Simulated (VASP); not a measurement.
# CoSi2: structure and properties in VASP, part 2 of 8

Wanted: the relaxed cell of CoSi2 and its properties. The start is a cell from a database of measured crystal structures.

VASP 6.6.1, plane waves and PAW; the level of theory is named at each step.

Still holding for the runs below: A U on the itinerant d states of such a compound is hard to justify; it moves the bands at the Fermi level.

So far. Step 2 (Magnetic start: ferromagnetic): The moments fall under 0.1 μB, and the mesh shows no gap.

**3. Magnetic start: antiferromagnetic, q = (0, 0, 1/2)**

This step: PBE, DFT+U (Co d 4 eV), spin-polarised from an antiferromagnetic start; plane waves and PAW (Co, Si) (VASP 6.6.1).

System of this step: CoSi2. Symmetry: Fm-3m, No. 225, cubic system. Conventional cell: a = 5.365 Å, b = 5.365 Å, c = 5.365 Å, α = 90.00°, β = 90.00°, γ = 90.00°. Nearest to Co lie 8 Si at 2.32 Å. Nearest to Si lie 4 Co at 2.32 Å. Farther neighbours are not listed.

Next, a pattern with opposite moments, which needs a doubled cell; q is given in the reciprocal vectors of the primitive cell.

INCAR

```
SYSTEM = CoSi2
PREC = Accurate
ENCUT = 400
EDIFF = 1E-06
NELM = 100
ISMEAR = 0
SIGMA = 0.05
LREAL = .FALSE.
ALGO = Normal
GGA = PE
NBANDS = 26
ISPIN = 2
MAGMOM = 2 -2 0 0 0 0
LDAU = .TRUE.
LDAUTYPE = 2
LDAUL = 2 -1
LDAUU = 4 0
LDAUJ = 0 0
LDAUPRINT = 1
LASPH = .TRUE.
LMAXMIX = 4
LORBIT = 11
LWAVE = .FALSE.
LCHARG = .FALSE.
KPAR = 8
ISIF = 2
```

POSCAR

```
CoSi2
1.0
    0.0000000000      2.6825000000      2.6825000000
    2.6825000000      0.0000000000      2.6825000000
    5.3650000000      5.3650000000      0.0000000000
Co Si
2 4
Direct
    0.0000000000      0.0000000000      0.0000000000
    0.0000000000      0.0000000000      0.5000000000
    0.2500000000      0.2500000000      0.1250000000
    0.2500000000      0.2500000000      0.6250000000
    0.7500000000      0.7500000000      0.3750000000
    0.7500000000      0.7500000000      0.8750000000
```

KPOINTS

```
Automatic mesh
0
Gamma
7 7 7
0 0 0
```

The projector-augmented-wave data sets are Co and Si (PBE family, release 64).

Run with:

```console
$ mpirun -np 8 vasp_std
```

What it wrote:

```text
[banner, memory and clock lines left out]
running    8 mpi-ranks, on    1 nodes
 distrk:  each k-point on    1 cores,    8 groups
 distr:  one band on    1 cores,    1 groups

 POSCAR found type information on POSCAR CoSi
 POSCAR found :  2 types and       6 ions
 [... a notice as in an earlier step ...]

 LDA part: xc-table for (Slater+PW92), standard interpolation
 POSCAR, INCAR and KPOINTS ok, starting setup
 FFT: planning ... GRIDC
 FFT: planning ... GRID_SOFT
 FFT: planning ... GRID
 WAVECAR not read
 entering main loop
       N       E                     dE             d eps       ncg     rms          rms(c)
DAV:   1     0.172068513267E+03    0.17207E+03   -0.11812E+04  4576   0.107E+03
DAV:   2    -0.205167934705E+02   -0.19259E+03   -0.18069E+03  4642   0.257E+02
DAV:   3    -0.322020652958E+02   -0.11685E+02   -0.11303E+02  5814   0.768E+01
DAV:   4    -0.325138631999E+02   -0.31180E+00   -0.30988E+00  5682   0.120E+01
DAV:   5    -0.325251714270E+02   -0.11308E-01   -0.11300E-01  6410   0.229E+00    0.197E+01
DAV:   6    -0.374310182053E+02   -0.49058E+01   -0.37319E+01  5548   0.106E+02    0.211E+01
DAV:   7    -0.314272180061E+02    0.60038E+01   -0.18921E+01  5602   0.906E+01    0.631E+00
DAV:   8    -0.316826621520E+02   -0.25544E+00   -0.26339E+00  7066   0.142E+01    0.344E+00
DAV:   9    -0.316214460764E+02    0.61216E-01   -0.34596E-01  6770   0.922E+00    0.126E+00
DAV:  10    -0.316293229811E+02   -0.78769E-02   -0.46899E-02  5654   0.219E+00    0.548E-01
DAV:  11    -0.316312024743E+02   -0.18795E-02   -0.68821E-03  7290   0.136E+00    0.332E-01
DAV:  12    -0.316325930255E+02   -0.13906E-02   -0.20839E-03  6644   0.709E-01    0.143E-01
DAV:  13    -0.316328742736E+02   -0.28125E-03   -0.37274E-04  7568   0.350E-01    0.499E-02
DAV:  14    -0.316329283991E+02   -0.54126E-04   -0.12389E-04  5950   0.932E-02    0.314E-02
DAV:  15    -0.316329598471E+02   -0.31448E-04   -0.39682E-05  6096   0.837E-02    0.154E-02
DAV:  16    -0.316329623253E+02   -0.24782E-05   -0.92885E-06  5442   0.282E-02    0.635E-03
DAV:  17    -0.316329626610E+02   -0.33568E-06   -0.29264E-07  2686   0.642E-03
   1 F= -.31632963E+02 E0= -.31631460E+02  d E =-.300453E-02  mag=    -0.0000
```

Elapsed: 59 s, on 8 MPI ranks of Intel Xeon Platinum 8259CL at 2.50GHz (Skylake/Cascade Lake), shared host; peak memory 2.4 GiB; 6.1 min of CPU time.

OUTCAR, selected parts (step 3):

```text
  LATTYP: Found a trigonal (rhomboedric) cell.
 ALAT       =     6.5707562350
 COS(alpha) =     0.8333333333

 Subroutine GETGRP returns: Found 12 space group operations
 (whereof 12 operations were pure point group operations)

The static configuration has the point symmetry D_3d.

 Found     44 irreducible k-points:

   k-points           NKPTS =     44   k-points in BZ     NKDIM =     44   number of bands    NBANDS=     26

   dimension x,y,z NGX =    28 NGY =   28 NGZ =   50
   dimension x,y,z NGXF=    56 NGYF=   56 NGZF=  100

   ENCUT  =  400.0 eV  29.40 Ry    5.42 a.u.   6.19  6.19 12.37*2*pi/ulx,y,z

   NELECT =      34.0000    total number of electrons

atom =   1  type =  1  l = 2

 onsite density matrix

spin component  1

  0.7397  0.0004 -0.0001  0.0004  0.0000
  0.0004  0.7397 -0.0000 -0.0004  0.0001
 -0.0001 -0.0000  0.8441 -0.0000 -0.0000
  0.0004 -0.0004 -0.0000  0.7397 -0.0001
  0.0000  0.0001 -0.0000 -0.0001  0.8441

spin component  2

  0.7397  0.0005 -0.0001  0.0005  0.0000
  0.0005  0.7397 -0.0000 -0.0005  0.0001
 -0.0001 -0.0000  0.8440 -0.0000 -0.0000
  0.0005 -0.0005 -0.0000  0.7397 -0.0001
  0.0000  0.0001 -0.0000 -0.0001  0.8440

 occupancies and eigenvectors

  o =  0.7388  v =  0.0000  0.0000  0.0000  0.0000  0.0000 -0.5774  0.5774  0.0000  0.5774 -0.0000      0.0000  0.0000  0.0000  0.0000  0.0000  0.0000  0.0000  0.0000  0.0000  0.0000
  o =  0.7388  v = -0.5774  0.5774 -0.0000  0.5774 -0.0000  0.0000  0.0000  0.0000  0.0000  0.0000      0.0000  0.0000  0.0000  0.0000  0.0000  0.0000  0.0000  0.0000  0.0000  0.0000
  o =  0.7401  v =  0.7783  0.6028  0.0007  0.1755 -0.0002  0.0000  0.0000  0.0000  0.0000  0.0000      0.0000  0.0000  0.0000  0.0000  0.0000  0.0000  0.0000  0.0000  0.0000  0.0000
  o =  0.7401  v =  0.2467 -0.5507  0.0002  0.7974  0.0007  0.0000  0.0000  0.0000  0.0000  0.0000      0.0000  0.0000  0.0000  0.0000  0.0000  0.0000  0.0000  0.0000  0.0000  0.0000
  o =  0.7402  v =  0.0000  0.0000  0.0000  0.0000  0.0000  0.3179  0.8103  0.0003 -0.4924 -0.0006      0.0000  0.0000  0.0000  0.0000  0.0000  0.0000  0.0000  0.0000  0.0000  0.0000
  o =  0.7402  v =  0.0000  0.0000  0.0000  0.0000  0.0000  0.7521  0.1007  0.0006  0.6513  0.0003      0.0000  0.0000  0.0000  0.0000  0.0000  0.0000  0.0000  0.0000  0.0000  0.0000
  o =  0.8440  v =  0.0000  0.0000  0.0000  0.0000  0.0000  0.0006  0.0003 -1.0000  0.0003  0.0000      0.0000  0.0000  0.0000  0.0000  0.0000  0.0000  0.0000  0.0000  0.0000  0.0000
  o =  0.8440  v =  0.0000  0.0000  0.0000  0.0000  0.0000  0.0000  0.0005  0.0000 -0.0005  1.0000      0.0000  0.0000  0.0000  0.0000  0.0000  0.0000  0.0000  0.0000  0.0000  0.0000
  o =  0.8441  v =  0.0006  0.0003 -1.0000  0.0003  0.0000  0.0000  0.0000  0.0000  0.0000  0.0000      0.0000  0.0000  0.0000  0.0000  0.0000  0.0000  0.0000  0.0000  0.0000  0.0000
  o =  0.8441  v =  0.0000  0.0005  0.0000 -0.0005  1.0000  0.0000  0.0000  0.0000  0.0000  0.0000      0.0000  0.0000  0.0000  0.0000  0.0000  0.0000  0.0000  0.0000  0.0000  0.0000

atom =   2  type =  1  l = 2

 onsite density matrix

spin component  1

  0.7397  0.0005 -0.0001  0.0005 -0.0000
  0.0005  0.7397 -0.0000 -0.0005  0.0001
 -0.0001 -0.0000  0.8440 -0.0000 -0.0000
  0.0005 -0.0005 -0.0000  0.7397 -0.0001
 -0.0000  0.0001 -0.0000 -0.0001  0.8440

spin component  2

  0.7397  0.0004 -0.0001  0.0004 -0.0000
  0.0004  0.7397 -0.0000 -0.0004  0.0001
 -0.0001 -0.0000  0.8441 -0.0000 -0.0000
  0.0004 -0.0004 -0.0000  0.7397 -0.0001
 -0.0000  0.0001 -0.0000 -0.0001  0.8441

 occupancies and eigenvectors

  o =  0.7388  v = -0.5774  0.5774 -0.0000  0.5774  0.0000  0.0000  0.0000  0.0000  0.0000  0.0000      0.0000  0.0000  0.0000  0.0000  0.0000  0.0000  0.0000  0.0000  0.0000  0.0000
  o =  0.7388  v =  0.0000  0.0000  0.0000  0.0000  0.0000 -0.5774  0.5774 -0.0000  0.5774  0.0000      0.0000  0.0000  0.0000  0.0000  0.0000  0.0000  0.0000  0.0000  0.0000  0.0000
  o =  0.7401  v =  0.0000  0.0000  0.0000  0.0000  0.0000 -0.0943  0.6552 -0.0001 -0.7495 -0.0007      0.0000  0.0000  0.0000  0.0000  0.0000  0.0000  0.0000  0.0000  0.0000  0.0000
  o =  0.7401  v =  0.0000  0.0000  0.0000  0.0000  0.0000  0.8110  0.4872  0.0007  0.3238 -0.0001      0.0000  0.0000  0.0000  0.0000  0.0000  0.0000  0.0000  0.0000  0.0000  0.0000
  o =  0.7402  v =  0.7704  0.6194  0.0007  0.1510 -0.0002  0.0000  0.0000  0.0000  0.0000  0.0000      0.0000  0.0000  0.0000  0.0000  0.0000  0.0000  0.0000  0.0000  0.0000  0.0000
  o =  0.7402  v = -0.2705  0.5319 -0.0002 -0.8024 -0.0007  0.0000  0.0000  0.0000  0.0000  0.0000      0.0000  0.0000  0.0000  0.0000  0.0000  0.0000  0.0000  0.0000  0.0000  0.0000
  o =  0.8440  v =  0.0006  0.0003 -1.0000  0.0003 -0.0000  0.0000  0.0000  0.0000  0.0000  0.0000      0.0000  0.0000  0.0000  0.0000  0.0000  0.0000  0.0000  0.0000  0.0000  0.0000
  o =  0.8440  v =  0.0000  0.0005 -0.0000 -0.0005  1.0000  0.0000  0.0000  0.0000  0.0000  0.0000      0.0000  0.0000  0.0000  0.0000  0.0000  0.0000  0.0000  0.0000  0.0000  0.0000
  o =  0.8441  v =  0.0000  0.0000  0.0000  0.0000  0.0000  0.0006  0.0003 -1.0000  0.0003 -0.0000      0.0000  0.0000  0.0000  0.0000  0.0000  0.0000  0.0000  0.0000  0.0000  0.0000
  o =  0.8441  v =  0.0000  0.0000  0.0000  0.0000  0.0000  0.0000  0.0005 -0.0000 -0.0005  1.0000      0.0000  0.0000  0.0000  0.0000  0.0000  0.0000  0.0000  0.0000  0.0000  0.0000

 E-fermi :   9.8990

 spin component 1
 k-point     1 :       0.0000    0.0000    0.0000
  band No.  band energies     occupation
    ...
     11       7.6636      1.00000
     12       7.9003      1.00000
     13       7.9003      1.00000
     14       9.5570      1.00000
     15       9.5570      1.00000
     16      10.6509      0.00000
     17      12.6237      0.00000
     18      13.1927      0.00000
     19      13.1927      0.00000
     20      13.2668      0.00000
    ...

 k-point     2 :       0.1429    0.0000    0.0000
  band No.  band energies     occupation
    ...
     11       7.4482      1.00000
     12       7.8140      1.00000
     13       7.8943      1.00000
     14       9.1590      1.00000
     15       9.2028      1.00000
     16      10.3728      0.00000
     17      11.6606      0.00000
     18      12.0270      0.00000
     19      12.1289      0.00000
     20      12.1318      0.00000
    ...

 k-point     3 :       0.2857    0.0000    0.0000
  band No.  band energies     occupation
    ...
     12       7.7976      1.00000
     13       7.8817      1.00000
     14       8.4910      1.00000
     15       8.6662      1.00000
     16       8.7447      1.00000
     17      10.8541      0.00000
     18      10.8587      0.00000
     19      11.7344      0.00000
     20      12.3550      0.00000
     21      13.5737      0.00000
    ...

 k-point     4 :       0.4286    0.0000    0.0000
  band No.  band energies     occupation
    ...
     14       7.8302      1.00000
     15       7.9973      1.00000
     16       8.0849      1.00000
     17       9.7606      0.99996
     18       9.7662      0.99991
     19      11.4595      0.00000
     20      12.6170      0.00000
     21      12.8975      0.00000
     22      13.2269      0.00000
     23      13.2310      0.00000
    ...

  Total       -2.5761712     -2.5761712     -2.5761712     -0.0293887      0.0293887      0.0293887
  in kB      -53.4571896    -53.4571896    -53.4571896     -0.6098336      0.6098336      0.6098336
  external PRESSURE =     -53.4571896 kB  Pullay stress =       0.0000000 kB

  energy-cutoff  :      400.00
  volume of cell :       77.21
      direct lattice vectors                 reciprocal lattice vectors
     0.000000000  2.682500000  2.682500000    -0.186393290  0.186393290  0.186393290
     2.682500000  0.000000000  2.682500000     0.186393290 -0.186393290  0.186393290
     5.365000000  5.365000000  0.000000000     0.093196645  0.093196645 -0.093196645

 POSITION                                       TOTAL-FORCE (eV/Angst)
 -----------------------------------------------------------------------------------
      0.00000      0.00000      0.00000         0.000000     -0.000000     -0.000000
      2.68250      2.68250      0.00000         0.000000     -0.000000     -0.000000
      1.34125      1.34125      1.34125        -0.023648     -0.023648      0.023648
      4.02375      4.02375      1.34125        -0.023648     -0.023648      0.023648
      4.02375      4.02375      4.02375         0.023648      0.023648     -0.023648
      6.70625      6.70625      4.02375         0.023648      0.023648     -0.023648
 -----------------------------------------------------------------------------------
    total drift:                               -0.000000      0.000000      0.000000

  FREE ENERGIE OF THE ION-ELECTRON SYSTEM (eV)
  ---------------------------------------------------
  free  energy   TOTEN  =       -31.6329626610 eV

  energy  without entropy=      -31.6299581344  energy(sigma->0) =      -31.63146040

 total charge
# of ion       s       p       d       tot
------------------------------------------
    1        0.522   0.688   7.771   8.980
    2        0.522   0.688   7.771   8.980
    3        0.716   0.864   0.000   1.580
    4        0.716   0.864   0.000   1.580
    5        0.716   0.864   0.000   1.580
    6        0.716   0.864   0.000   1.580
--------------------------------------------------
tot          3.907   4.831  15.542  24.280

 magnetization (x)
# of ion       s       p       d       tot
------------------------------------------
    1        0.000   0.000   0.000   0.000
    2       -0.000  -0.000  -0.000  -0.000
    3       -0.000   0.000   0.000   0.000
    4        0.000  -0.000   0.000  -0.000
    5        0.000  -0.000   0.000  -0.000
    6       -0.000   0.000   0.000   0.000
--------------------------------------------------
tot          0.000   0.000   0.000   0.000

[... 6 further parts left out ...]
```

This step gave:

| Quantity | Value |
| --- | --- |
| SCF cycles | 17 |
| electrons | 34 |
| bands | 26 |
| irreducible k-points | 44 |
| symmetry operations | 12 |
| free energy (TOTEN) | -31.63 eV |
| energy at zero smearing | -31.63 eV |
| Fermi energy | 9.899 eV |
| pressure | -5.346 GPa |

The spin moment in the PAW sphere vanishes on all atoms.

The energy lies -0.4 meV an atom from the first pattern, and both runs end without moments, so a difference comes from cell, mesh or thresholds alone. The moments fall under 0.1 μB, and the mesh shows no gap.

(Part 2 of 8 ends here.)

[Lines on the potential files, build, host, timing and source positions are cut from VASP's logs without a mark.]

[Logs are printed without paths, hosts, clocks, repeated set-up lines and the standing remarks that a program may print on its own settings, such as how far it seeks lower states.]

[Hosts, paths, dates, database ids (printed as entryN), source tags and the programs' standing remarks are cut or masked in the printed files.]

[A measured line is paired with the nearest computed mode of its activity, which favours agreement.]

[In band tables of VASP the shares of atoms and orbitals are scaled to a sum of 1 inside the atoms' spheres.]
